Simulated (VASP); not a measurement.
Here is the system:

```yaml
crystal:
  lattice:
    - [0.00000, 3.14669, 3.14669]
    - [3.14669, 0.00000, 3.14669]
    - [3.14669, 3.14669, 0.00000]
  atoms:
    - { symbol: Ba, position: [0.00000, 0.00000, 0.00000] }
    - { symbol: F, position: [0.25000, 0.25000, 0.25000] }
    - { symbol: F, position: [0.75000, 0.75000, 0.75000] }
```

Level of theory: optB88-vdW, VASP's PBE PAW potentials (set 64) (plane waves; VASP 6.6.1). Run with 520 eV cut-off, 6×6×6 Γ-centred mesh, Gaussian smearing of 0.050 eV, potentials Ba_sv F.

Task: What does the run give for the energy per atom (σ→0), pressure?

Result: 
```yaml
energy per atom (σ→0): -370.3 kJ/mol of atoms
pressure: -1.59 GPa
```

The compound is BaF2 in the fluorite structure. This cell is one point of a volume scan, at 1.03 of the reference volume.
